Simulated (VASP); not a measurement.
**TiTePbS: structure and properties in VASP**

Aim: relax TiTePbS, then compute properties on the relaxed cell. The steps: rough relaxation of the start cell, relaxing cell and atoms (revPBE), density, ELF and potential (revPBE), band structure (revPBE), total and projected DOS (revPBE), band structure (r2SCAN) and bands along the symmetry lines (HSE06). The cell is invented: it takes the structure of a Materials Project entry for TePb2S (space group 123 there), with some of its atoms replaced by other elements, volume scaled by an estimate. It may not be a known or stable phase.

Main program and level: VASP 6.6.1; revPBE, no spin polarisation; plane waves and PAW (Pb_d, Te, Ti_sv, S), in the first sound run; inputs show where later runs differ.

Most raw output is cut from this account.

## Step 1: The starting structure

Before any relaxation, the start is as follows. The structure is tetragonal, space group P4/mmm (No. 123). The conventional cell has a = 4.190 Å, b = 4.190 Å, c = 5.947 Å, α = 90.00°, β = 90.00°, γ = 90.00°. Nearest to Pb lie 4 S at 2.96 Å and 2 Te at 2.97 Å. Te has 4 Ti at 2.96 Å and 2 Pb at 2.97 Å nearest. Ti has 4 Te at 2.96 Å and 2 S at 2.97 Å nearest. S has 4 Pb at 2.96 Å and 2 Ti at 2.97 Å nearest. It derives from TePb2S. it takes the structure of a Materials Project entry for TePb2S (space group 123 there), with some of its atoms replaced by other elements, volume scaled by an estimate. Farther neighbours and most contacts between anions are not listed.

## Step 2: Rough relaxation of the start cell

The start is only an estimate, so a cheap relaxation brings it near a minimum before any careful run. revPBE by itself binds more weakly than PBE and expands cells; dispersion terms fitted to it are the larger for that.

Contents of INCAR:

```
SYSTEM = TiTePbS
PREC = Normal
ENCUT = 400
EDIFF = 1E-05
NELM = 60
ISMEAR = 0
SIGMA = 0.05
LREAL = .FALSE.
ALGO = Fast
GGA = RE
NBANDS = 25
LORBIT = 11
LWAVE = .FALSE.
LCHARG = .FALSE.
KPAR = 2
IBRION = 2
NSW = 40
ISIF = 3
EDIFFG = -0.04
```

Contents of POSCAR:

```
TiTePbS
1.0
    4.1896770000      0.0000000000      0.0000000000
    0.0000000000      4.1896770000      0.0000000000
    0.0000000000      0.0000000000      5.9465990000
Pb Te Ti S
1 1 1 1
Direct
    0.5000000000      0.5000000000      0.5000000000
    0.5000000000      0.5000000000      0.0000000000
    0.0000000000      0.0000000000      0.0000000000
    0.0000000000      0.0000000000      0.5000000000
```

Contents of KPOINTS:

```
Automatic mesh
0
Gamma
4 4 3
0 0 0
```

The projector-augmented-wave data sets are Pb_d, Te, Ti_sv and S (PBE family, release 64).

Command:

```
mpirun -np 2 vasp_std
```

It took 45 s on 2 MPI ranks of AMD EPYC 7R43, shared host; peak memory 0.24 GiB.

This run has no spin polarisation, although Ti can carry a moment. The k-mesh is coarse for a metal. LASPH is off, so gradient terms of the non-spherical density inside the spheres are left out; for open d or f shells this can shift gaps and moments. This relaxation is a rough one on cheap settings, only to bring the start near its minimum. The PAW data sets were made with PBE, which is usual practice but a small mismatch for other functionals. The run keeps the 16 symmetry operations of its start, so it cannot find a distortion of lower symmetry.

Step by step:

```csv
step,energy less that of the first step (eV),largest force (eV/Å),pressure (GPa),volume (Å³)
1,0.0000,0.0000,-0.68,104.38
2,-0.0359,0.0000,0.13,102.68
3,-0.0364,0.0000,0.30,102.45
4,-0.0370,0.0000,-0.01,103.15
```

```csv
"conventional cell, symmetrised",before,after,change
a (Å),4.190,4.120,-1.7 %
b (Å),4.190,4.120,-1.7 %
c (Å),5.947,6.077,+2.2 %
volume (Å³/atom),26.10,25.79,-1.2 %
```

Final coordinates:

```xyz
4
Lattice="4.1199 0.0000 0.0000 0.0000 4.1199 0.0000 0.0000 0.0000 6.0768" Properties=species:S:1:pos:R:3 pbc="T T T"
Pb    2.0600    2.0600    3.0384
Te    2.0600    2.0600    0.0000
Ti    0.0000    0.0000    0.0000
S     0.0000    0.0000    3.0384
```

Numbers from this step:

| Item | Value |
| --- | --- |
| electrons | 38 |
| bands | 25 |
| irreducible k-points | 12 |
| symmetry operations | 16 |
| free energy (TOTEN) | -18.47 eV |
| energy at zero smearing | -18.47 eV |
| Fermi energy | 7.295 eV |
| pressure | -0.01088 GPa |
| metallic | yes |
| SCF cycles over all ionic steps | 72 |

It ends with forces that vanish by symmetry and a pressure of -0.01 GPa.

## Step 3: Relaxing cell and atoms (revPBE)

Properties are meant for the cell that this level of theory prefers, so cell and atoms are relaxed first (ISIF = 3) until forces and stress are small; EDIFFG sets the threshold.

Contents of INCAR:

```
SYSTEM = TiTePbS
PREC = Accurate
ENCUT = 400
EDIFF = 1E-06
NELM = 100
ISMEAR = 0
SIGMA = 0.05
LREAL = .FALSE.
ALGO = Normal
GGA = RE
NBANDS = 25
LORBIT = 11
LWAVE = .FALSE.
LCHARG = .FALSE.
KPAR = 2
IBRION = 2
NSW = 60
ISIF = 3
EDIFFG = -0.01
```

Contents of POSCAR:

```
TiTePbS
1.0
    4.1199077611      0.0000000000      0.0000000000
    0.0000000000      4.1199077611      0.0000000000
    0.0000000000      0.0000000000      6.0768094985
Pb Te Ti S
1 1 1 1
Direct
    0.5000000000      0.5000000000      0.5000000000
    0.5000000000      0.5000000000      0.0000000000
    0.0000000000      0.0000000000      0.0000000000
    0.0000000000      0.0000000000      0.5000000000
```

Contents of KPOINTS:

```
Automatic mesh
0
Gamma
5 5 3
0 0 0
```

Command:

```
mpirun -np 2 vasp_std
```

Elapsed: 55 s, on 2 MPI ranks; peak memory 0.32 GiB; 87 s of CPU time.

Relaxation path:

```csv
step,energy less that of the first step (eV),largest force (eV/Å),pressure (GPa),volume (Å³)
1,0.0000,0.0000,-0.01,103.15
2,-0.0028,0.0000,0.06,103.11
3,-0.0029,0.0000,0.08,103.11
4,-0.0029,0.0000,0.02,103.30
```

```csv
"conventional cell, symmetrised",before,after,change
a (Å),4.120,4.106,-0.3 %
b (Å),4.120,4.106,-0.3 %
c (Å),6.077,6.126,+0.8 %
volume (Å³/atom),25.79,25.83,+0.2 %
```

The relaxed structure:

```cif
data_structure
_symmetry_space_group_name_H-M 'P 1'
_symmetry_Int_Tables_number 1
_cell_length_a 4.1063
_cell_length_b 4.1063
_cell_length_c 6.1265
_cell_angle_alpha 90.000
_cell_angle_beta 90.000
_cell_angle_gamma 90.000
_cell_volume 103.30
loop_
_atom_site_label
_atom_site_type_symbol
_atom_site_fract_x
_atom_site_fract_y
_atom_site_fract_z
_atom_site_occupancy
Pb1 Pb 0.50000 0.50000 0.50000 1
Te2 Te 0.50000 0.50000 0.00000 1
Ti3 Ti 0.00000 0.00000 0.00000 1
S4 S 0.00000 0.00000 0.50000 1
```

Numbers from this step:

```yaml
free_energy_toten: -18.43 eV
energy_at_zero_smearing: -18.42 eV
fermi_energy: 7.402 eV
pressure: 0.02300 GPa
scf_cycles_over_all_ionic_steps: 35
```

It ends with forces that vanish by symmetry and a pressure of 0.02 GPa.

## Step 4: Density, ELF and potential (revPBE)

The relaxed cell gets a fresh self-consistent run, on a basis set for its own volume, to fix the density and to check the remaining stress.

INCAR: that of step 3 with these lines changed.

```diff
@@ -13,7 +13,5 @@
 LWAVE = .FALSE.
-LCHARG = .FALSE.
-KPAR = 2
-IBRION = 2
-NSW = 60
-ISIF = 3
-EDIFFG = -0.01
+LCHARG = .TRUE.
+ISIF = 2
+LELF = .TRUE.
+LVHAR = .TRUE.
```

Contents of POSCAR:

```
TiTePbS
1.0
    4.1063267957      0.0000000000      0.0000000000
    0.0000000000      4.1063267957      0.0000000000
    0.0000000000      0.0000000000      6.1264836247
Pb Te Ti S
1 1 1 1
Direct
    0.5000000000      0.5000000000      0.5000000000
    0.5000000000      0.5000000000      0.0000000000
    0.0000000000      0.0000000000      0.0000000000
    0.0000000000      0.0000000000      0.5000000000
```

KPOINTS is that of step 3.

Command:

```
mpirun -np 2 vasp_std
```

It took 28 s on 2 MPI ranks; peak memory 0.24 GiB.

Numbers from this step:

```yaml
scf_cycles: 16
bands: 26
fermi_energy: 7.401 eV
pressure: -0.02753 GPa
```

Valence electrons inside each PAW sphere by angular momentum. Sphere charges, by row:

```csv
atom,s (e),p (e),d (e),tot (e)
Pb1,1.472,0.569,9.855,11.9
Te2,1.346,2.071,0.049,3.466
Ti3,2.107,6.025,1.934,10.07
S4,1.347,2.338,0,3.685
```

ELF in the ac plane at fractional y = 0.000, with atoms of Ti and S within 0.2 Å of it. It is the smooth field of the valence electrons, not physical close to the nuclei.

Values, 20 rows by 14 columns, each cell a mean:
```
0.88 0.77 0.46 0.19 0.08 0.13 0.18 0.19 0.17 0.11 0.09 0.25 0.59 0.81
0.59 0.54 0.37 0.17 0.10 0.14 0.17 0.18 0.16 0.13 0.10 0.21 0.45 0.56
0.17 0.18 0.14 0.10 0.11 0.13 0.14 0.14 0.14 0.13 0.10 0.11 0.16 0.17
0.05 0.05 0.07 0.09 0.10 0.10 0.09 0.09 0.09 0.10 0.10 0.08 0.06 0.05
0.28 0.26 0.20 0.14 0.09 0.06 0.05 0.05 0.05 0.07 0.11 0.16 0.22 0.27
0.72 0.68 0.54 0.36 0.16 0.07 0.03 0.03 0.04 0.09 0.23 0.41 0.60 0.70
0.86 0.84 0.76 0.61 0.32 0.12 0.04 0.03 0.06 0.16 0.44 0.66 0.81 0.85
0.83 0.85 0.84 0.76 0.50 0.22 0.06 0.04 0.09 0.28 0.63 0.79 0.85 0.84
0.62 0.74 0.84 0.82 0.60 0.29 0.07 0.05 0.13 0.37 0.72 0.83 0.82 0.71
0.30 0.57 0.83 0.84 0.65 0.33 0.09 0.06 0.15 0.42 0.76 0.84 0.76 0.48
0.46 0.66 0.84 0.83 0.63 0.31 0.08 0.05 0.14 0.40 0.74 0.84 0.79 0.60
0.80 0.83 0.85 0.79 0.54 0.24 0.06 0.04 0.11 0.31 0.67 0.81 0.85 0.82
0.87 0.86 0.80 0.69 0.39 0.16 0.04 0.03 0.07 0.21 0.52 0.72 0.83 0.86
0.80 0.77 0.64 0.45 0.20 0.08 0.03 0.03 0.04 0.10 0.29 0.51 0.70 0.78
0.46 0.42 0.31 0.20 0.10 0.06 0.04 0.04 0.05 0.07 0.14 0.23 0.36 0.44
0.07 0.07 0.09 0.09 0.09 0.08 0.07 0.07 0.08 0.08 0.09 0.09 0.08 0.07
0.10 0.11 0.10 0.09 0.11 0.12 0.12 0.12 0.12 0.12 0.10 0.09 0.11 0.10
0.41 0.39 0.28 0.14 0.10 0.14 0.16 0.16 0.15 0.13 0.10 0.17 0.34 0.40
0.82 0.72 0.44 0.19 0.08 0.13 0.18 0.19 0.17 0.12 0.09 0.25 0.56 0.76
0.94 0.83 0.47 0.19 0.07 0.13 0.19 0.20 0.17 0.11 0.09 0.25 0.63 0.88
```
Columns run along a (4.1 Å), rows up along c (6.1 Å). Atoms in or near the plane, at fractional coordinates: Ti at (0.00, 0.00), S at (0.00, 0.50).

Valence density in the ac plane at fractional y = 0.000, with atoms of Ti and S within 0.2 Å of it. It is the smooth field of the valence electrons, not physical close to the nuclei.

Ten steps, logarithmic in the rise over the least value, from '0' (0 e/Å³) to '9' (13 e/Å³), each cell a mean:
```
98631111111378
76421100011257
33210000001123
11100000000111
11100000000011
22110000000112
33211000001223
44321100012344
44432100012344
03432100112443
34432100012444
44431100012344
43321000001234
22110000001122
11100000000111
11100000000011
22110000001122
65321000011245
98531111111368
99631111112479
```
Columns run along a (4.1 Å), rows up along c (6.1 Å). Atoms in or near the plane, at fractional coordinates: Ti at (0.00, 0.00), S at (0.00, 0.50).

Electrostatic potential energy in the ac plane at fractional y = 0.000, with atoms of Ti and S within 0.2 Å of it. With pseudopotentials it is smooth inside the atoms' cores, unlike the true potential.

Ten even steps from '0' (-73 eV) to '9' (3 eV), each cell a mean:
```
01479999998631
23689999999853
67899999999987
89999999999998
99999999999999
99999999999999
89999999999999
35899999999974
00589999999830
00389999999710
00489999999820
23799999999963
78999999999988
99999999999999
99999999999999
99999999999999
78899999999987
45789999999864
12579999998731
01479999998620
```
Columns run along a (4.1 Å; values clipped at the 3rd and 97th percentile), rows up along c (6.1 Å). Atoms in or near the plane, at fractional coordinates: Ti at (0.00, 0.00), S at (0.00, 0.50).

In this run the pressure is -0.03 GPa, small enough to go on.

## Step 5: Band structure (revPBE)

Levels along the symmetry lines show where the bands peak and cross; KPOINTS_OPT computes them in the converged potential.

Contents of INCAR:

```
SYSTEM = TiTePbS
PREC = Accurate
ENCUT = 400
EDIFF = 1E-06
NELM = 100
ISMEAR = 0
SIGMA = 0.05
LREAL = .FALSE.
ALGO = Normal
GGA = RE
NBANDS = 33
LORBIT = 11
LWAVE = .FALSE.
LCHARG = .FALSE.
KPAR = 2
```

POSCAR is that of step 4.

KPOINTS is that of step 4.

Contents of KPOINTS_OPT:

```
Line mode
16
Line-mode
Reciprocal
  0.00000000   0.00000000   0.00000000 GAMMA
  0.00000000   0.50000000   0.00000000 X

  0.00000000   0.50000000   0.00000000 X
  0.50000000   0.50000000   0.00000000 M

  0.50000000   0.50000000   0.00000000 M
  0.00000000   0.00000000   0.00000000 GAMMA

  0.00000000   0.00000000   0.00000000 GAMMA
  0.00000000   0.00000000   0.50000000 Z

  0.00000000   0.00000000   0.50000000 Z
  0.00000000   0.50000000   0.50000000 R

  0.00000000   0.50000000   0.50000000 R
  0.50000000   0.50000000   0.50000000 A

  0.50000000   0.50000000   0.50000000 A
  0.00000000   0.00000000   0.50000000 Z

  0.00000000   0.50000000   0.00000000 X
  0.00000000   0.50000000   0.50000000 R

  0.50000000   0.50000000   0.00000000 M
  0.50000000   0.50000000   0.50000000 A
```

Command:

```
mpirun -np 2 vasp_std
```

The job ended after 3 min (2 MPI ranks; peak memory 0.34 GiB).

Spin-orbit coupling is off here; with elements this heavy it splits and shifts levels by tenths of an eV or more.

This step gave:

```
SCF cycles : 15
bands      : 33
pressure   : -0.01577 GPa
```

Electronic bands along the path, in eV, zero at the Fermi level; # counts the bands kept:

```csv
point,#5,#6,#7,#8,#9,#10,#11,#12
Γ,-2.38,-2.20,-2.20,-1.33,-0.31,0.00,0.00,0.25
0.53 of the way,-2.98,-2.82,-2.45,-0.37,0.06,0.24,0.30,1.17
X,-3.60,-2.63,-1.26,0.11,0.25,0.34,0.44,0.60
0.53 of the way,-4.05,-3.49,-3.23,-0.38,-0.15,0.34,0.47,1.20
M,-4.01,-4.01,-3.34,-0.75,-0.75,0.27,0.53,0.78
0.47 of the way,-3.50,-3.13,-2.20,-0.43,0.24,0.30,0.33,0.47
Γ,-2.38,-2.20,-2.20,-1.33,-0.31,0.00,0.00,0.25
0.53 of the way,-2.56,-2.35,-2.35,-1.32,-0.31,0.14,0.14,0.64
Z,-2.48,-2.48,-2.15,-1.31,-0.31,0.25,0.25,0.54
0.47 of the way,-3.20,-3.06,-1.97,-0.51,0.29,0.58,0.86,0.90
R,-2.69,-2.58,-1.20,-0.23,0.26,0.30,0.34,1.18
0.53 of the way,-4.11,-3.54,-1.83,-0.01,0.41,0.54,0.60,1.14
A,-4.67,-3.87,-1.23,-0.22,-0.22,0.31,0.32,0.53
0.53 of the way,-3.54,-2.53,-1.67,0.04,0.05,0.20,0.72,1.02
Z,-2.48,-2.48,-2.15,-1.31,-0.31,0.25,0.25,0.54
jump to X,-3.60,-2.63,-1.26,0.11,0.25,0.34,0.44,0.60
0.47 of the way,-3.57,-2.66,-1.29,0.10,0.21,0.30,0.58,0.98
R,-2.69,-2.58,-1.20,-0.23,0.26,0.30,0.34,1.18
jump to M,-4.01,-4.01,-3.34,-0.75,-0.75,0.27,0.53,0.78
0.47 of the way,-4.28,-3.60,-3.25,-0.50,-0.50,0.30,0.53,0.76
A,-4.67,-3.87,-1.23,-0.22,-0.22,0.31,0.32,0.53
```

Of the projections kept (Pb, Te, Ti, S), the largest for each band there; the rest of the weight can lie on other orbitals:

```csv
point,#5,#6,#7,#8,#9,#10,#11,#12
Γ,S 0.66,Te 0.78,Te 0.78,Ti 0.95,Ti 0.96,Ti 0.99,Ti 0.99,Ti 0.97
X,Te 0.58,S 0.94,S 0.66,Ti 1.00,Ti 0.92,Ti 0.89,Ti 0.93,Pb 0.55
M,Te 0.60,Te 0.60,S 0.96,Ti 0.96,Ti 0.96,Ti 0.97,Ti 1.00,Ti 0.81
Γ,S 0.66,Te 0.78,Te 0.78,Ti 0.95,Ti 0.96,Ti 0.99,Ti 0.99,Ti 0.97
Z,Te 0.92,Te 0.92,Te 0.65,Ti 0.95,Ti 0.96,Ti 0.96,Ti 0.96,Ti 0.57
R,S 0.90,Te 0.56,S 0.37,Pb 0.68,Pb 0.79,Ti 0.99,Ti 0.96,Pb 0.97
```

There is no gap at this level.

## Step 6: Total and projected DOS (revPBE)

Here the states are counted by energy and projected on the atoms. The mesh is finer than in the run before.

INCAR: that of step 5 with these lines changed.

```diff
@@ -5,3 +5,3 @@
 NELM = 100
-ISMEAR = 0
+ISMEAR = -5
 SIGMA = 0.05
@@ -15 +15,2 @@
 KPAR = 2
+NEDOS = 2001
```

POSCAR is that of step 5.

Contents of KPOINTS:

```
Automatic mesh
0
Gamma
7 7 5
0 0 0
```

Command:

```
mpirun -np 2 vasp_std
```

Elapsed: 64 s, on 2 MPI ranks; peak memory 0.38 GiB; 1.8 min of CPU time.

The DOS at the Fermi level is high for the number of transition-metal atoms. It is one value on this mesh and may be a narrow spike; if it stands, a magnetic instability is possible, which a run without spin can't show. With tetrahedra the forces and stress of a metal are not exact derivatives of the energy.

This step gave:

- SCF cycles: 16
- irreducible k-points: 30
- free energy (TOTEN): -18.38 eV
- Fermi energy: 7.392 eV
- pressure: 0.09962 GPa
- DOS at the Fermi level: 5.765 states/eV/cell

The density of states has structure finer than the step of the table below, so its rows give means over 0.5 eV, whole bins alone (the curve runs from -12.0 to 3.60 eV). Peaks (eV: height): total -3.54: 5.89, 0.29: 12.5, 0.45: 12.6, 1.42: 5.22; Ti d 0.29: 9.22, 0.45: 8.97, 1.42: 1.84; S p -3.54: 1.26, -3.39: 0.969, -2.83: 1.26, -2.11: 0.613; Te p -5.50: 0.842, -4.22: 0.672, -3.50: 1.06, -2.87: 0.711; Pb p 0.71: 0.446, 1.35: 0.561, 1.42: 0.750, 3.42: 0.526.

States under -12.0 eV and over 3.6 eV are left out. The density of states by energy, zero at the Fermi level; means over each step; values in states/eV/cell:

```csv
energy (eV),total,Ti d,S p,Te p,Pb p,Pb s
-10.5,0,0,0,0,0,0
-10.0,0.0694,1.2e-4,0.00336,0.00200,1.9e-4,0.0361
-9.5,0.837,0.00125,0.0349,0.0238,0.00314,0.440
-9.0,1.62,0.00239,0.0635,0.0368,0.00738,0.850
-8.5,1.14,0.00188,0.0397,0.0205,0.00584,0.598
-8.0,0.314,1.7e-4,0.00830,0.00644,0.00187,0.163
-7.5,0.0347,0,6.5e-4,4.4e-4,1.7e-4,0.0189
-7.0,0,0,0,0,0,0
-6.5,0,0,0,0,0,0
-6.0,0.140,0.00160,0.0170,0.0222,0.00910,4.6e-4
-5.5,2.71,0.0496,0.284,0.493,0.138,0.0128
-5.0,2.59,0.0616,0.343,0.421,0.156,0.0272
-4.5,2.46,0.0775,0.350,0.443,0.156,0.0170
-4.0,3.84,0.178,0.678,0.671,0.209,0.0374
-3.5,4.57,0.352,0.970,0.767,0.131,0.0336
-3.0,3.65,0.218,0.900,0.624,0.0881,0.0399
-2.5,1.78,0.0963,0.397,0.333,0.0504,0.0932
-2.0,2.16,0.151,0.485,0.235,0.0872,0.289
-1.5,0.273,0.0198,0.0789,0.00794,0.0110,0.0448
-1.0,0.198,0.113,6.2e-5,0.00704,7.6e-5,0
-0.5,1.47,0.929,0.0103,0.0308,0.00324,2.3e-4
0.0,6.24,4.37,0.0762,0.0593,0.0798,0.00595
0.5,8.28,5.59,0.118,0.124,0.308,0.0192
1.0,3.25,1.55,0.103,0.109,0.299,0.0145
1.5,3.27,1.03,0.117,0.163,0.530,0.0299
2.0,2.12,0.489,0.112,0.0792,0.305,0.0133
2.5,1.50,0.249,0.125,0.0667,0.241,0.0124
3.0,2.11,0.175,0.200,0.105,0.425,0.0190
```

The finer mesh and the other smearing move the Fermi level by -0.01 eV from the 5×5×3 run, a small shift, which tests the Fermi level alone. Of the states within 0.3 eV of the Fermi level, the largest shares in the PAW spheres are Ti d 70 %. The rest lies in smaller channels or between the spheres.

## Step 7: Band structure (r2SCAN)

This step: r2SCAN, no spin polarisation; plane waves and PAW (Pb_d, Te, Ti_sv, S); invented cell (VASP 6.6.1).

The mesh alone shows little of the dispersion and can miss band extrema, so KPOINTS_OPT adds a path through the symmetry points after the self-consistent cycle. r2SCAN adds the kinetic-energy density, costs more than a GGA and is run with LASPH.

Contents of INCAR:

```
SYSTEM = TiTePbS
PREC = Accurate
ENCUT = 400
EDIFF = 1E-06
NELM = 100
ISMEAR = 0
SIGMA = 0.05
LREAL = .FALSE.
ALGO = Normal
METAGGA = R2SCAN
LASPH = .TRUE.
NBANDS = 33
LORBIT = 11
LWAVE = .FALSE.
LCHARG = .FALSE.
KPAR = 2
```

POSCAR is that of step 6.

Contents of KPOINTS:

```
Automatic mesh
0
Gamma
5 5 3
0 0 0
```

KPOINTS_OPT is that of step 5.

Command:

```
mpirun -np 2 vasp_std
```

Run time: 9.2 min. Hardware: 2 MPI ranks; peak memory 0.3 GiB; 16 min of CPU time.

At this level the cell is under a tension of 2.1 GPa, so at these settings it is away from equilibrium.

Numbers from this step:

- SCF cycles: 15
- irreducible k-points: 12
- free energy (TOTEN): -104.0998 eV
- energy at zero smearing: -104.0951 eV
- Fermi energy: 7.351 eV
- pressure: -2.056 GPa

(Part 1 of 2 ends here.)

[Lines on the potential files, build, host, timing and source positions are cut from VASP's logs without a mark.]

[Logs are printed without paths, hosts, clocks, repeated set-up lines and the standing remarks that a program may print on its own settings, such as how far it seeks lower states.]

[Hosts, paths, dates, database ids (printed as entryN), source tags and the programs' standing remarks are cut or masked in the printed files.]

[A measured line is paired with the nearest computed mode of its activity, which favours agreement.]
